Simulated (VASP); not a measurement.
## WS2 (Tungstenite): a GW gap and what it depends on

Aim: test the GW correction to the gap of WS2 (Tungstenite). The starting structure is a measured crystal structure from the Crystallography Open Database. The atoms were first relaxed with LDA in that cell, in a run that isn't shown, and the relaxed structure is the one below.

Main program and level: VASP 6.6.1; GW on LDA orbitals, with plane waves and PAW data sets made for GW.

**1. The structure**

Symmetry: P6_3/mmc, No. 194, hexagonal system. The conventional cell has a = 3.153 Å, b = 3.153 Å, c = 12.323 Å, α = 90.00°, β = 90.00°, γ = 120.00°. Nearest to W lie 6 S at 2.39 Å. Nearest to S lie 3 W at 2.39 Å. Farther neighbours and most contacts between anions are not listed.

**2. G0W0 (response cutoff 100 eV, 6×6×1 mesh)**

It reads the orbitals and their derivatives (WAVECAR and WAVEDER) of a run with the empty bands, which follows a ground-state run; neither is shown.

INCAR reads:

```
SYSTEM = WS2
PREC = Accurate
ENCUT = 340
ISMEAR = 0
SIGMA = 0.01
LREAL = .FALSE.
GGA = CA
NBANDS = 256
LASPH = .TRUE.
ALGO = EVGW0
NELMGW = 1
ENCUTGW = 100
NOMEGA = 40
PRECFOCK = Fast
NBANDSGW = 48
LWAVE = .FALSE.
LCHARG = .FALSE.
```

POSCAR reads:

```
WS2
1.0
    3.1532000000      0.0000000000      0.0000000000
   -1.5766000000      2.7307513032      0.0000000000
    0.0000000000      0.0000000000     12.3230000000
W S
2 4
Direct
    0.6666666667      0.3333333333      0.7500000000
    0.3333333333      0.6666666667      0.2500000000
    0.6666666667      0.3333333333      0.3760628225
    0.3333333333      0.6666666667      0.8760628225
    0.6666666667      0.3333333333      0.1239371775
    0.3333333333      0.6666666667      0.6239371775
```

KPOINTS reads:

```
Automatic mesh
0
Gamma
6 6 1
0 0 0
```

The projector-augmented-wave data sets are W_sv_GW and S_GW (LDA family, release 64).

On the command line:

```console
> mpirun -np 16 vasp_std
```

Output:

```text
[banner, memory and clock lines left out]
running   16 mpi-ranks, on    1 nodes
 distrk:  each k-point on   16 cores,    1 groups
 distr:  one band on    1 cores,   16 groups

 POSCAR found type information on POSCAR W S
 POSCAR found :  2 types and       6 ions
|                                                                             |
|           W    W    AA    RRRRR   N    N  II  N    N   GGGG   !!!           |
|           W    W   A  A   R    R  NN   N  II  NN   N  G    G  !!!           |
|           W    W  A    A  R    R  N N  N  II  N N  N  G       !!!           |
|           W WW W  AAAAAA  RRRRR   N  N N  II  N  N N  G  GGG   !            |
|           WW  WW  A    A  R   R   N   NN  II  N   NN  G    G                |
|           W    W  A    A  R    R  N    N  II  N    N   GGGG   !!!           |
|                                                                             |
|     For optimal performance we recommend to set                             |
|       NCORE = 2 up to number-of-cores-per-socket                            |
|     NCORE specifies how many cores store one orbital (NPAR=cpu/NCORE).      |
|     This setting can greatly improve the performance of VASP for DFT.       |
|     The default, NCORE=1 might be grossly inefficient on modern             |
|     multi-core architectures or massively parallel machines. Do your        |
|     Unfortunately you need to use the default for GW and RPA                |
|     calculations (for HF NCORE is supported but not extensively tested      |
|     yet).                                                                   |
|                                                                             |

|                                                                             |
|           W    W    AA    RRRRR   N    N  II  N    N   GGGG   !!!           |
|           W    W   A  A   R    R  NN   N  II  NN   N  G    G  !!!           |
|           W    W  A    A  R    R  N N  N  II  N N  N  G       !!!           |
|           W WW W  AAAAAA  RRRRR   N  N N  II  N  N N  G  GGG   !            |
|           WW  WW  A    A  R   R   N   NN  II  N   NN  G    G                |
|           W    W  A    A  R    R  N    N  II  N    N   GGGG   !!!           |
|                                                                             |
|     The default for ENCUTGWSOFT is different in this version of VASP.       |
|     please manually set ENCUTGWSOFT =100 in the INCAR file.                 |
|                                                                             |

 LDA part: xc-table for (Slater(with rela. corr.)+CA(PZ))
 , standard interpolation
 found WAVECAR, reading the header
 POSCAR, INCAR and KPOINTS ok, starting setup
 FFT: planning ... GRIDC
 FFT: planning ... GRID_SOFT
 FFT: planning ... GRID
 reading WAVECAR
 the WAVECAR file was read successfully
 initial charge from wavefunction
 available memory per node:     39.96 GB, setting MAXMEM to     40923

 The Fermi energy was updated, please check that it is located mid-gap
 values below the HOMO (VB) or above the LUMO (CB) will cause erroneous energies
 E-fermi :   8.1619

 calculate exact exchange contribution
 the WAVEDER file was read successfully
|                                                                             |
|           W    W    AA    RRRRR   N    N  II  N    N   GGGG   !!!           |
|           W    W   A  A   R    R  NN   N  II  NN   N  G    G  !!!           |
|           W    W  A    A  R    R  N N  N  II  N N  N  G       !!!           |
|           W WW W  AAAAAA  RRRRR   N  N N  II  N  N N  G  GGG   !            |
|           WW  WW  A    A  R   R   N   NN  II  N   NN  G    G                |
|           W    W  A    A  R    R  N    N  II  N    N   GGGG   !!!           |
|                                                                             |
|     Automatic setting of frequency mesh for GW failed. Frequency mesh       |
|     properly not suitable for determining QP energies. Consider             |
|     increasing number of kpoints.                                           |
|                                                                             |

energies w=
    0.000    0.000    1.311    0.000    2.615    0.000    3.904    0.000
    5.173    0.000    6.418    0.000    7.637    0.000    8.829    0.000
    9.995    0.000   11.137    0.000   12.259    0.000   13.365    0.000
   14.460    0.000   15.548    0.000   16.636    0.000   17.731    0.000
   18.839    0.000   19.968    0.000   21.127    0.000   22.326    0.000
   23.576    0.000   24.890    0.000   26.284    0.000   27.776    0.000
   29.389    0.000   31.152    0.000   33.101    0.000   35.282    0.000
   37.756    0.000   40.604    0.000   43.937    0.000   47.911    0.000
   52.752    0.000   58.804    0.000   66.603    0.000   77.049    0.000
   91.765    0.000  114.010    0.000  151.422    0.000  227.114    0.000
 responsefunction array rank=     272
 LDA part: xc-table for (Slater(with rela. corr.)+CA(PZ))
 , standard interpolation

 min. memory requirement per mpi rank    151.7 MB, per node   2426.5 MB

 allocating   3 responsefunctions rank=   272
 shmem allocating  40 responsefunctions rank=   272
 response function shared by NCSHMEM nodes    1
 Doing            3  frequencies on each core in blocks of           40
NQ=   1    0.0000    0.0000    0.0000,
|.........|.........|.........|.........|.........|.........|.........|.........
 performed        602000 updates of chi_q(r,r)
 total number of BLAS operations        313.47 Gflops
NQ=   2    0.1667   -0.0000    0.0000,
|.........|.........|.........|.........|.........|.........|.........|.........
 performed       1769000 updates of chi_q(r,r)
 total number of BLAS operations        940.19 Gflops
NQ=   3    0.3333   -0.0000    0.0000,
|.........|.........|.........|.........|.........|.........|.........|.........
 performed       2936000 updates of chi_q(r,r)
 total number of BLAS operations       1487.33 Gflops
NQ=   4    0.5000   -0.0000    0.0000,
|.........|.........|.........|.........|.........|.........|.........|.........
 performed       3784000 updates of chi_q(r,r)
 total number of BLAS operations       1871.77 Gflops
NQ=   5    0.1667    0.1667    0.0000,
|.........|.........|.........|.........|.........|.........|.........|.........
 performed       4951000 updates of chi_q(r,r)
 total number of BLAS operations       2414.40 Gflops
NQ=   6    0.3333    0.1667    0.0000,
|.........|.........|.........|.........|.........|.........|.........|.........
 performed       6266000 updates of chi_q(r,r)
 total number of BLAS operations       2990.56 Gflops
NQ=   7    0.3333    0.3333    0.0000,
|.........|.........|.........|.........|.........|.........|.........|.........
 performed       6991000 updates of chi_q(r,r)
 total number of BLAS operations       3324.86 Gflops
 resolving degeneracies of screened two electron integrals

 calculate QP shifts <psi_nk| G(iteration)W_0 |psi_nk>: iteration 1
 entering main loop
```

It took 1.8 min on 16 MPI ranks of Intel Xeon Platinum 8375C at 2.90GHz (Ice Lake), shared host; peak memory 3.6 GiB.

The logs omit lines about the potential files and the build; timing stands in the text.

From OUTCAR (step 2):

```text
ion  position               nearest neighbor table
   1  0.667  0.333  0.750-   4 2.39   6 2.39   4 2.39   6 2.39   4 2.39   6 2.39
   2  0.333  0.667  0.250-   3 2.39   5 2.39   3 2.39   5 2.39   3 2.39   5 2.39
   3  0.667  0.333  0.376-   2 2.39   2 2.39   2 2.39
   4  0.333  0.667  0.876-   1 2.39   1 2.39   1 2.39
   5  0.667  0.333  0.124-   2 2.39   2 2.39   2 2.39
   6  0.333  0.667  0.624-   1 2.39   1 2.39   1 2.39

  LATTYP: Found a hexagonal cell.
 ALAT       =     3.1532000000
 C/A-ratio  =     3.9080933655

 Subroutine GETGRP returns: Found 24 space group operations
 (whereof 12 operations were pure point group operations)

The static configuration has the point symmetry D_3d.
 The point group associated with its full space group is D_6h.

 Found      7 irreducible k-points:

   k-points           NKPTS =      7   k-points in BZ     NKDIM =     36   number of bands    NBANDS=    256

   dimension x,y,z NGX =    20 NGY =   20 NGZ =   80
   dimension x,y,z NGXF=    40 NGYF=   40 NGZF=  160

   ENCUT  =  340.0 eV  24.99 Ry    5.00 a.u.   4.74  4.74 18.53*2*pi/ulx,y,z

   NELECT =      52.0000    total number of electrons

  energy-cutoff  :      340.00
  volume of cell :      106.11
      direct lattice vectors                 reciprocal lattice vectors
     3.153200000  0.000000000  0.000000000     0.317138145  0.183099794  0.000000000
    -1.576600000  2.730751303  0.000000000     0.000000000  0.366199587  0.000000000
     0.000000000  0.000000000 12.323000000     0.000000000  0.000000000  0.081149071

 k-points in reciprocal lattice and weights: Automatic mesh
   0.00000000  0.00000000  0.00000000       0.028
   0.16666667 -0.00000000  0.00000000       0.167
   0.33333333 -0.00000000  0.00000000       0.167
   0.50000000 -0.00000000  0.00000000       0.083
   0.16666667  0.16666667  0.00000000       0.167
   0.33333333  0.16666667  0.00000000       0.333
   0.33333333  0.33333333  0.00000000       0.056

 E-fermi :   8.1619

 QP shifts <psi_nk| G(iteration)W_0 |psi_nk>: iteration 1
 for sc-GW calculations column KS-energies equals QP-energies in previous step
 and V_xc(KS)=  KS-energies - (<T + V_ion + V_H > + <T+V_H+V_ion>^1  + <V_x>^1)
 k-point   1 :       0.0000    0.0000    0.0000
  band No.  KS-energies  QP-energies   sigma(KS)   V_xc(KS)     V^pw_x(r,r')   Z            occupation Imag(sigma)
    ...
     23       5.3808       5.3387     -15.5597     -15.5058     -17.2449       0.7803       2.0000       0.3254
     24       6.2037       5.8881     -14.2986     -13.8933     -16.3573       0.7787       2.0000       0.3535
     25       6.4332       6.4654     -14.2790     -14.3200     -15.3277       0.7848       2.0000       0.2622
     26       7.7070       7.8292     -15.2957     -15.4523     -15.8912       0.7804       2.0000       0.1740
     27       9.9493      10.8295     -14.0324     -15.1534     -10.3007       0.7852       0.0000      -0.3740
     28       9.9493      10.8295     -14.0324     -15.1534     -10.3007       0.7852       0.0000      -0.3740
     29       9.9565      10.8291     -13.9544     -15.0657     -10.2007       0.7851       0.0000      -0.3760
     30       9.9565      10.8291     -13.9544     -15.0657     -10.2007       0.7851       0.0000      -0.3760
    ...

 k-point   2 :       0.1667   -0.0000    0.0000
  band No.  KS-energies  QP-energies   sigma(KS)   V_xc(KS)     V^pw_x(r,r')   Z            occupation Imag(sigma)
    ...
     23       5.3450       5.0623     -14.2260     -13.8641     -16.2951       0.7810       2.0000       0.3688
     24       6.2791       5.9755     -14.3148     -13.9253     -16.3264       0.7794       2.0000       0.3428
     25       6.3941       6.4341     -14.6494     -14.7006     -15.7795       0.7827       2.0000       0.2702
     26       6.8390       6.8984     -14.9376     -15.0136     -15.9006       0.7810       2.0000       0.2359
     27       9.2300       9.9803     -13.4915     -14.4468      -9.9414       0.7855       0.0000      -0.3489
     28       9.6968      10.4921     -14.0865     -15.1035     -10.5489       0.7820       0.0000      -0.3677
     29       9.7729      10.6837     -13.9624     -15.1152     -10.1114       0.7901       0.0000      -0.3738
     30       9.9276      10.7473     -14.2896     -15.3400     -10.6149       0.7804       0.0000      -0.3932
    ...

 k-point   3 :       0.3333   -0.0000    0.0000
  band No.  KS-energies  QP-energies   sigma(KS)   V_xc(KS)     V^pw_x(r,r')   Z            occupation Imag(sigma)
    ...
     23       5.4387       5.1072     -14.3614     -13.9334     -16.6591       0.7746       2.0000       0.4080
     24       5.4642       5.2840     -14.9238     -14.6926     -16.9357       0.7793       2.0000       0.3587
     25       5.5913       5.5481     -14.2374     -14.1824     -15.6615       0.7851       2.0000       0.3277
     26       5.8848       5.8626     -14.5812     -14.5529     -15.9634       0.7840       2.0000       0.3107
     27       9.2910      10.1023     -13.7877     -14.8197     -10.0476       0.7862       0.0000      -0.3714
     28       9.5398      10.4406     -14.9042     -16.0573     -11.1372       0.7812       0.0000      -0.3865
     29       9.7030      10.6132     -15.0384     -16.2048     -11.2174       0.7803       0.0000      -0.3993
     30      10.1001      10.9781     -14.4421     -15.5637     -10.5174       0.7828       0.0000      -0.4243
    ...

 k-point   4 :       0.5000   -0.0000    0.0000
  band No.  KS-energies  QP-energies   sigma(KS)   V_xc(KS)     V^pw_x(r,r')   Z            occupation Imag(sigma)
    ...
     23       5.6859       5.4357     -14.4357     -14.1154     -16.4441       0.7813       2.0000       0.3464
     24       5.8771       5.6479     -14.6059     -14.3128     -16.5742       0.7817       2.0000       0.3363
     25       5.9642       5.7832     -13.8032     -13.5740     -15.3026       0.7894       2.0000       0.3054
     26       6.1393       6.0371     -14.2537     -14.1238     -15.6511       0.7869       2.0000       0.2936
     27       9.8933      10.9148     -15.8832     -17.1960     -11.7839       0.7781       0.0000      -0.4415
     28       9.9382      10.9604     -15.9009     -17.2151     -11.7729       0.7778       0.0000      -0.4475
     29      10.2146      11.1453     -14.6261     -15.8155     -10.4388       0.7825       0.0000      -0.4677
     30      10.5036      11.4925     -15.5345     -16.8038     -11.2174       0.7791       0.0000      -0.5014
    ...

[... 3 further parts left out ...]
```

G0W0 (response cutoff 100 eV, 6×6×1 mesh): the quasiparticle gap on this mesh is 1.510 eV, +0.600 eV from the LDA gap on the same points, with 256 bands.

**3. G0W0 (response cutoff 160 eV, 6×6×1 mesh)**

It reads the orbitals and their derivatives (WAVECAR and WAVEDER) of a run with the empty bands, which follows a ground-state run; neither is shown.

INCAR, as its differences from that of step 2:

```diff
@@ -7,3 +7,3 @@
 GGA = CA
-NBANDS = 256
+NBANDS = 496
 LASPH = .TRUE.
@@ -11,3 +11,3 @@
 NELMGW = 1
-ENCUTGW = 100
+ENCUTGW = 160
 NOMEGA = 40
```

POSCAR is that of step 2.

KPOINTS is that of step 2.

On the command line:

```console
> mpirun -np 16 vasp_std
```

Output:

```text
[banner, memory and clock lines left out]
running   16 mpi-ranks, on    1 nodes
[...]
[... a notice as in an earlier step ...]

|                                                                             |
|           W    W    AA    RRRRR   N    N  II  N    N   GGGG   !!!           |
|           W    W   A  A   R    R  NN   N  II  NN   N  G    G  !!!           |
|           W    W  A    A  R    R  N N  N  II  N N  N  G       !!!           |
|           W WW W  AAAAAA  RRRRR   N  N N  II  N  N N  G  GGG   !            |
|           WW  WW  A    A  R   R   N   NN  II  N   NN  G    G                |
|           W    W  A    A  R    R  N    N  II  N    N   GGGG   !!!           |
|                                                                             |
|     The default for ENCUTGWSOFT is different in this version of VASP.       |
|     please manually set ENCUTGWSOFT =160 in the INCAR file.                 |
|                                                                             |

[...]
total number of BLAS operations       6724.65 Gflops
NQ=   3    0.3333   -0.0000    0.0000,
|.........|.........|.........|.........|.........|.........|.........|.........
 performed       5829000 updates of chi_q(r,r)
 total number of BLAS operations      11122.35 Gflops
NQ=   4    0.5000   -0.0000    0.0000,
|.........|.........|.........|.........|.........|.........|.........|.........
 performed       7518000 updates of chi_q(r,r)
 total number of BLAS operations      14367.18 Gflops
NQ=   5    0.1667    0.1667    0.0000,
|.........|.........|.........|.........|.........|.........|.........|.........
 performed       9826000 updates of chi_q(r,r)
 total number of BLAS operations      18639.63 Gflops
NQ=   6    0.3333    0.1667    0.0000,
|.........|.........|.........|.........|.........|.........|.........|.........
 performed      12420000 updates of chi_q(r,r)
 total number of BLAS operations      23622.21 Gflops
NQ=   7    0.3333    0.3333    0.0000,
|.........|.........|.........|.........|.........|.........|.........|.........
 performed      13871000 updates of chi_q(r,r)
 total number of BLAS operations      26330.66 Gflops
 resolving degeneracies of screened two electron integrals

 calculate QP shifts <psi_nk| G(iteration)W_0 |psi_nk>: iteration 1
 entering main loop
[key lines of the parts left out:]
E-fermi :   8.1619
```

It took 4.2 min on 16 MPI ranks; peak memory 6.1 GiB.

OUTCAR, selected parts (step 3):

```text
 QP shifts <psi_nk| G(iteration)W_0 |psi_nk>: iteration 1
 for sc-GW calculations column KS-energies equals QP-energies in previous step
 and V_xc(KS)=  KS-energies - (<T + V_ion + V_H > + <T+V_H+V_ion>^1  + <V_x>^1)
 k-point   1 :       0.0000    0.0000    0.0000
  band No.  KS-energies  QP-energies   sigma(KS)   V_xc(KS)     V^pw_x(r,r')   Z            occupation Imag(sigma)
    ...
     23       5.3808       5.0753     -15.8983     -15.5058     -17.2449       0.7783       2.0000       0.3242
     24       6.2037       5.6342     -14.6265     -13.8933     -16.3573       0.7767       2.0000       0.3538
     25       6.4332       6.2666     -14.5327     -14.3200     -15.3277       0.7833       2.0000       0.2618
     26       7.7070       7.5848     -15.6096     -15.4523     -15.8912       0.7768       2.0000       0.1733
     27       9.9493      10.5881     -14.3365     -15.1534     -10.3007       0.7821       0.0000      -0.3701
     28       9.9493      10.5881     -14.3365     -15.1534     -10.3007       0.7821       0.0000      -0.3701
     29       9.9565      10.5887     -14.2574     -15.0657     -10.2007       0.7821       0.0000      -0.3722
     30       9.9565      10.5887     -14.2574     -15.0657     -10.2007       0.7821       0.0000      -0.3722
    ...

[... 1 part as in an earlier step ...]

[... 2 further parts left out ...]
[key lines of the parts left out:]
E-fermi :   8.1619
```

G0W0 (response cutoff 160 eV, 6×6×1 mesh): the quasiparticle gap on this mesh is 1.556 eV, +0.647 eV from the LDA gap on the same points, with 496 bands.

(Part 1 of 2 ends here.)

[Lines on the potential files, build, host, timing and source positions are cut from VASP's logs without a mark.]

[Logs are printed without paths, hosts, clocks, repeated set-up lines and the standing remarks that a program may print on its own settings, such as how far it seeks lower states.]

[Hosts, paths, dates, database ids (printed as entryN), source tags and the programs' standing remarks are cut or masked in the printed files.]
